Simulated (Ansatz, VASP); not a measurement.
# ZnO (zincite) in two plane-wave programs, part 3 of 3

One calculation is typed for both programs; each brings its own data sets. How far apart do they land? The cell is taken from a series of runs on this material, whose earlier steps may have relaxed, scaled, displaced or heated it; both programs get it as it stands.

VASP 6.6.1 and Ansatz 0.2.0.

So far: Set-up; VASP: zone-centre phonons, LDA.

## (3) Ansatz: zone-centre phonons, LDA

Level of this step: Ansatz beside VASP: Kohn-Sham DFT, plane waves, LDA (Ansatz).

Ansatz runs on its default PAW (the set named soft_2) files.

The same cell, functional (in two slightly different forms) and mesh now go to Ansatz.

input.yaml reads:

```yaml
crystal:
  lattice:
    - [3.249308, 0.0, 0.0]
    - [-1.624654, 2.8139832727, 0.0]
    - [0.0, 0.0, 5.205709]
  atoms:
    - { symbol: Zn, position: [0.3333333333, 0.6666666667, 0.4993203345] }
    - { symbol: Zn, position: [0.6666666667, 0.3333333333, -0.0006796655] }
    - { symbol: O, position: [0.6666666667, 0.3333333333, 0.3796896655] }
    - { symbol: O, position: [0.3333333333, 0.6666666667, 0.8796896655] }
kpoints:
  mp_grid: { grid: [6, 6, 4] }
hamiltonian:
  xc: lda
scf:
  occupations: { method: fixed }
output:
  eigenvalues: true
basis:
  ecutwfc: 260.0
phonons:
  method: dfpt
  dielectric: true
  rigid_motions: translations
```

On the command line:

```sh
> ansatz run input.yaml --threads 4 --pin off --max-ram 8192MiB --backend cpu --events-out ev --progress --plain --runs-dir out
```

Numbers of over 12 decimals in the logs are rounded to 6 here.

Log:

```text
Warning: basis.ecutwfc = 260 eV is below the records' recommended 420 eV, and the density's cutoff is lower with it unless basis.ecutrho_ratio is high enough to keep the records' density cutoff: compare with a run at a higher cutoff
Engine: ansatz 0.2.0, x86_64-unknown-linux-gnu
Pseudopotentials: kind: paw
Pseudopotential: Zn, paw, valence charge 12, recommended cutoff 420 eV (normal), Zn.paw.azcp
Pseudopotential: O, paw, valence charge 6, recommended cutoff 420 eV (normal), O.paw.azcp
Functional definition: SPW92
  exchange = slater_x
  correlation = pw_c
Crystal: 4 atoms, lattice volume = 47.598 Å³
Basis set: ecut = 260 eV, 463 PW (Γ), exchange–correlation on 36×36×60 points (8 copies of the dense FFT grid, shifted against one another)
Bands: 22, of which v1, the nominal top of the filled ones, is band 18 counted from 1 (17 counted from 0)
Symmetry: 12 space group operations
k-points: 47 of 144 (irreducible under 2 space group operations, time reversal used)
Non-local potential: Zn, projectors of the file, l = 0: 2, l = 1: 2, l = 2: 3, l = 3: 1
Non-local potential: O, projectors of the file, l = 0: 2, l = 1: 2, l = 2: 1
PAW form: soft (Blöchl's): semilocal exchange-correlation on the pseudo side does not see the compensation charge
PAW frozen core: Zn, regenerated for the run's functional, and the local potential with it (the file was generated under x = pbe(κ = 0.804, μ = 0.219515), c = pbe(β = 0.066725))
PAW frozen core: O, regenerated for the run's functional, and the local potential with it (the file was generated under x = pbe(κ = 0.804, μ = 0.219515), c = pbe(β = 0.066725))
PAW one-centre angular grid: Zn, 590 points (default); XC on 64 Gauss nodes
PAW one-centre angular grid: O, 110 points (default); XC on 64 Gauss nodes
Initial density: superposition of atomic densities (neutral atoms: chi_scale 0, normalization atom), corrected by the library's trained network
Initial wavefunctions: pseudopotential atomic-orbital guess
Functional: x = slater, c = lda
SCF iter   1: F=—  HF=-7600.166278 eV  |F-HF|=—  |Δ(HF+E_count)|=         —  Δρ=5.53e-2  dr2=7.35e-1  ethr=1.77e-3  ⟨swp⟩=4.0  Hψ=3555  notcnv=0  defer=53
preconditioner: auto → Resta (q_TF=auto, 2.604 Å⁻¹)  ε∞=7.6  [insulator: Δε(μ)=0.323 eV  Ē_g=12.544 eV  n_scr=22 (ndim 8)  ℏωp=32.3 eV  f_vac=0.036  ε∞_Penn≈7.6]
SCF iter   2: F=—  HF=-7599.752974 eV  |F-HF|=—  |Δ(HF+E_count)|=   4.13e-1  Δρ=1.84e-2  dr2=6.20e-2  ethr=1.77e-3  ⟨swp⟩=2.0  Hψ=2361  notcnv=0  defer=83
SCF iter   3: F=—  HF=-7599.755293 eV  |F-HF|=—  |Δ(HF+E_count)|=   2.32e-3  Δρ=9.47e-3  dr2=1.88e-2  ethr=1.72e-4  ⟨swp⟩=1.0  Hψ=1034  notcnv=0  defer=83
SCF iter   4: F=—  HF=-7599.750030 eV  |F-HF|=—  |Δ(HF+E_count)|=   5.26e-3  Δρ=1.76e-3  dr2=1.37e-3  ethr=5.22e-5  ⟨swp⟩=2.0  Hψ=1129  notcnv=0  defer=93
SCF iter   5: F=—  HF=-7599.749605 eV  |F-HF|=—  |Δ(HF+E_count)|=   4.25e-4  Δρ=6.97e-4  dr2=8.54e-5  ethr=3.82e-6  ⟨swp⟩=2.1  Hψ=1876  notcnv=0  defer=94
SCF iter   6: F=—  HF=-7599.749643 eV  |F-HF|=—  |Δ(HF+E_count)|=   3.77e-5  Δρ=1.82e-4  dr2=9.45e-6  ethr=2.37e-7  ⟨swp⟩=2.0  Hψ=1587  notcnv=0
SCF iter   7: F=—  HF=-7599.749641 eV  |F-HF|=—  |Δ(HF+E_count)|=   1.49e-6  Δρ=2.07e-5  dr2=2.58e-7  ethr=2.63e-8  ⟨swp⟩=2.0  Hψ=1786  notcnv=0
SCF iter   8: F=—  HF=-7599.749644 eV  |F-HF|=—  |Δ(HF+E_count)|=   2.46e-6  Δρ=3.76e-6  dr2=7.33e-9  ethr=7.17e-10  ⟨swp⟩=2.3  Hψ=1706  notcnv=0
SCF iter   9: F=—  HF=-7599.749644 eV  |F-HF|=—  |Δ(HF+E_count)|=  4.82e-10  Δρ=4.82e-7  dr2=1.09e-10  ethr=2.04e-11  ⟨swp⟩=2.6  Hψ=1796  notcnv=0
SCF iter  10: F=-7599.749644 eV  HF=-7599.749644 eV  |F-HF|=9.09e-13  |Δ(HF+E_count)|=  2.46e-11  Δρ=1.10e-7  dr2=6.45e-12  ethr=1.00e-12  ⟨swp⟩=5.0  Hψ=4186  notcnv=0
SCF 1 converged in 10 iterations: F = -7599.749644 eV  dr2 = 6.45e-12
  greatest PAW one-centre occupation: 0.986 electrons in one spin orbital (limit 2), on the Zn atom at site 1 (counted from 0), in its partial waves of l = 2
DFPT response loops at Γ: preconditioner auto → Resta (q_TF=auto, 2.604 Å⁻¹)  ε∞=8.5 (no band partly filled); β = 1.00, the filter's whole step (`scf.mixing.beta` (0.50) is not read by the response loops at its default; to damp them type it under 1.00, their step now; it binds the ground state too); Broyden in place of MSR1
── the response to a field inside a basis, on 10×10×6 k-points: an SCF that follows is theirs, and a resumed run solves both again ──
Bands: 19, of which v1, the nominal top of the filled ones, is band 18 counted from 1 (17 counted from 0)
k-points: 90
Initial density: handed on by an earlier stage of this run
Initial wavefunctions: pseudopotential atomic-orbital guess (no wavefunctions were taken with the density)
Eigensolver: Dense (90 Hₖ)
SCF iter   1: F=—  HF=-7603.294748 eV  |F-HF|=—  |Δ(HF+E_count)|=         —  Δρ=3.37e-2  dr2=1.96e-1  ethr=1.00e-1
preconditioner: auto → Resta (q_TF=auto, 2.604 Å⁻¹)  ε∞=10.5  [insulator: Δε(μ)=1.196 eV  Ē_g=10.470 eV  n_scr=22 (ndim 8)  ℏωp=32.3 eV  f_vac=0.038  ε∞_Penn≈10.5]
SCF iter   2: F=—  HF=-7603.098105 eV  |F-HF|=—  |Δ(HF+E_count)|=   1.97e-1  Δρ=1.97e-2  dr2=8.55e-2  ethr=5.45e-4
SCF iter   3: F=—  HF=-7603.087934 eV  |F-HF|=—  |Δ(HF+E_count)|=   1.02e-2  Δρ=7.68e-3  dr2=1.38e-2  ethr=2.37e-4
SCF iter   4: F=—  HF=-7603.083187 eV  |F-HF|=—  |Δ(HF+E_count)|=   4.75e-3  Δρ=3.94e-3  dr2=5.16e-3  ethr=3.83e-5
SCF iter   5: F=—  HF=-7603.081373 eV  |F-HF|=—  |Δ(HF+E_count)|=   1.81e-3  Δρ=6.34e-4  dr2=1.61e-4  ethr=1.43e-5
SCF iter   6: F=—  HF=-7603.081491 eV  |F-HF|=—  |Δ(HF+E_count)|=   1.19e-4  Δρ=1.47e-4  dr2=8.95e-6  ethr=4.46e-7
SCF iter   7: F=—  HF=-7603.081490 eV  |F-HF|=—  |Δ(HF+E_count)|=   1.00e-6  Δρ=3.27e-5  dr2=5.65e-7  ethr=2.49e-8
SCF iter   8: F=-7603.081490 eV  HF=-7603.081490 eV  |F-HF|=5.08e-9  |Δ(HF+E_count)|=   8.30e-8  Δρ=8.22e-6  dr2=2.96e-8  ethr=1.57e-9
SCF 1 converged in 8 iterations: F = -7603.081490 eV  dr2 = 2.96e-8
  greatest PAW one-centre occupation: 0.987 electrons in one spin orbital (limit 2), on the Zn atom at site 1 (counted from 0), in its partial waves of l = 2
DFPT response loops at Γ: preconditioner auto → Resta (q_TF=auto, 2.604 Å⁻¹)  ε∞=8.1 (no band partly filled); β = 1.00, the filter's whole step (`scf.mixing.beta` (0.50) is not read by the response loops at its default; to damp them type it under 1.00, their step now; it binds the ground state too); Broyden in place of MSR1
WARN: field response: ε∞ stands inside a basis, on 10×10×6 points; the force constants stand on the 6×6×4 k-mesh, whose period is 8.69 times the interband length at k = (0.0000, 0.0000, 0.0000), direct gap 0.840 eV, under 14: take them and everything formed from them as unconverged, and compare with a denser kpoints.mp_grid
SCF converged after 10 iterations
Free energy (F): -7599.749644 eV
Harris-Foulkes:  -7599.749644 eV  (|F-HF|=9.09e-13)
Internal energy: -7599.749644 eV  (E = F + TS)
E sigma→0 (E₀):  -7599.749644 eV
Fermi energy:    6.546961 eV
--- Per-component energies (eV) ---
  E_band       = 35.801590
  E_kinetic    = 622.870545
  E_local      = -4016.553380  (includes V_loc(G=0)·N_el)
  E_nonlocal   = 1354.586424
  E_hartree    = 1646.420421
  E_xc         = -416.463803
  E_vxc        = -294.298192  (∫ρ·V_xc dr)
  E_paw        = -3831.275074  (= ΣΔE_a)
  E_vpaw       = -923.622606  (= ΣTr[D̂ρ^β])
  E_aug_tail   = -0.022012  (compensation charges beyond the density's cutoff)
  E_ewald      = -2962.620890
  E_core_change = 3.308126  (= ΣΔE_core)
  E_smearing   = -0.000000  (= −TS)
  E_closure    = 0.000000  (closes the sum)
  Σ components = -7599.749644   (vs F -7599.749644, Δ=0.00e0)
--- Band table (eV; the first three rows and the last of 47) ---
  k-point 0: bands = [... 14 lower, 5.7725, 6.4651, 6.5470, 6.5470, 7.3867, 11.7819, 14.9312, 19.4380]
  k-point 1: bands = [... 14 lower, 5.8740, 5.8740, 6.3968, 6.3968, 8.5619, 11.2856, 15.2876, 18.9366]
  k-point 2: bands = [... 14 lower, 6.1070, 6.1070, 6.1070, 6.1070, 10.0594, 10.0594, 16.6611, 16.6611]
  k-point 46: bands = [... 14 lower, 3.9236, 4.4671, 5.1353, 5.5157, 12.4401, 13.7343, 14.9150, 15.2838]
--- Phonons (Γ-DFPT): 4 representative perturbations + reference, on 47 of 144 k-points (Σ response iterations 19) ---
  k mesh reduced under 2 symmetry operations, with k and −k counted as one. Each operation leaves every solved perturbation unchanged. A smaller set is not considered because the run solves the response to a homogeneous field
  ASR residual: 6.487e-5 → 0.000e0 eV/Å²; symmetrization residual: 3.427e-6 eV/Å²
  ASR residual per site (eV/Å²): 3.00e-5 3.00e-5 6.49e-5 6.49e-5
  Γ frequencies (cm⁻¹): 0.00 0.00 0.00 109.13 109.13 277.65 431.95 454.98 454.98 476.54 476.54 569.82
  ε∞ (high-frequency dielectric tensor):
        5.202808     0.000000     0.000000
       -0.000000     5.202808     0.000000
        0.000000     0.000000     5.268816
  ε⁰ (static dielectric tensor: ions relaxed, cell fixed):
        8.653022     0.000000     0.000000
        0.000000     8.653022     0.000000
        0.000000     0.000000     9.373242
  ε⁰ − ε∞ (ionic part):
        3.450214     0.000000     0.000000
        0.000000     3.450214     0.000000
        0.000000     0.000000     4.104425
  softest optical mode at Γ: 109.13 cm⁻¹; the repairs (sum rule, projections) moved no ω² at Γ by more than (1.34 cm⁻¹)²
  Born effective charges Z* (e; rows j = field, columns β = displacement):
    site 0:
         2.10718    0.00000    0.00000
         0.00000    2.10718    0.00000
         0.00000    0.00000    2.18192
    site 1:
         2.10718   -0.00000    0.00000
         0.00000    2.10718    0.00000
         0.00000    0.00000    2.18192
    site 2:
        -2.10718   -0.00000   -0.00000
        -0.00000   -2.10718   -0.00000
        -0.00000   -0.00000   -2.18192
    site 3:
        -2.10718    0.00000   -0.00000
         0.00000   -2.10718   -0.00000
         0.00000   -0.00000   -2.18192
  Z* charge neutrality: 1.570e-1 e pre-enforcement
  solved inside a basis spanned on kpoints, on 10×10×6 k-points transformed towards the longest dipole: ε∞ is read to err by 4.7e-2, Z* by 1.3e-1 e (field_mesh: kpoints solves on kpoints); Z* is corrected for what the basis lacks
  optical modes at Γ without the LO–TO term, one row a degenerate level:
      ω (cm⁻¹)  modes    IR ((D/Å)²/amu)
        109.13      2             0.0000
        277.65      1             0.0000
        431.95      1            17.0901
[...]
optical modes at Γ + LO–TO along q̂ = [1.0000, 0.0000, 0.0000]:
      ω (cm⁻¹)  modes    IR ((D/Å)²/amu)
[...]
optical modes at Γ + LO–TO along q̂ = [0.0000, 1.0000, 0.0000]:
      ω (cm⁻¹)  modes    IR ((D/Å)²/amu)
[...]
569.82      1             0.0000
        586.76      1            15.9394
  optical modes at Γ + LO–TO along q̂ = [0.0000, 0.0000, 1.0000]:
      ω (cm⁻¹)  modes    IR ((D/Å)²/amu)
        109.13      2             0.0000
        277.65      1             0.0000
        454.98      2            31.8788
        476.54      2             0.0000
        569.82      1             0.0000
        576.13      1            17.0901
```

## (4) Differences

Known differences besides the potentials themselves: the two LDA forms differ slightly; fixed occupations in Ansatz, narrow Gaussian smearing in VASP; VASP's response is taken on the typed mesh, Ansatz refines its own for the field response alone; the cutoff is 260 eV in Ansatz and 600 eV in VASP; VASP's log shows a relativistic correction to its local exchange, Ansatz's none; VASP's log repeats an internal error in its field response; Ansatz's log warns that its cutoff lies below the recommended one. Total energies have different zeros and are not compared.

Both answers:

```
                                     quantity  Ansatz   VASP  difference
                                        ε∞ xx    5.20   8.87    -41.33 %
                                        ε∞ yy    5.20   8.87    -41.33 %
                                        ε∞ zz    5.27   7.91    -33.40 %
Born charge of Zn1 (mean of the diagonal) (e)    2.13   2.23       -0.10
 Born charge of O3 (mean of the diagonal) (e)   -2.13  -2.23       +0.10
                   optical mode 1 to 2 (cm⁻¹)   109.1   96.0    +13.65 %
                        optical mode 3 (cm⁻¹)   277.6  250.7    +10.75 %
                        optical mode 4 (cm⁻¹)   431.9  361.9    +19.35 %
                   optical mode 5 to 6 (cm⁻¹)   455.0  378.2    +20.31 %
                   optical mode 7 to 8 (cm⁻¹)   476.5  410.0    +16.24 %
                        optical mode 9 (cm⁻¹)   569.8  523.9     +8.77 %
```

Modes are paired by rising frequency, not by their patterns, so a pair may set unlike modes beside each other; they are those without the splitting of longitudinal modes.

## (5) Outcome

```yaml
difference_in_eps_infinity_xx_zone_centre_phonons_lda: -41 %
r_m_s_difference_of_the_optical_zone_centre_modes_each_program_s_sorted_by_frequency_zone_centre_phonons_lda: 57 cm⁻¹
```

What this shows: The difference in ε∞ xx is -41 % (zone-centre phonons, LDA), beyond the 5 % picked in this series as the mark of a large difference. By the marks of this series, far apart in the zone-centre phonons, LDA pair: the difference in ε∞ xx, -41 % and the r.m.s. difference of the optical zone-centre modes, each program's sorted by frequency, 57 cm⁻¹. Ansatz's own log doubts the convergence of its zone-centre phonons, LDA run, which may account for the difference. How closely two codes agree says nothing of how well the functional describes the real material.

[Lines on the potential files, build, host, timing and source positions are cut from VASP's logs without a mark.]

[Logs are printed without paths, hosts, clocks, repeated set-up lines and the standing remarks that a program may print on its own settings, such as how far it seeks lower states.]

[Hosts, paths, dates, database ids (printed as entryN), source tags and the programs' standing remarks are cut or masked in the printed files.]
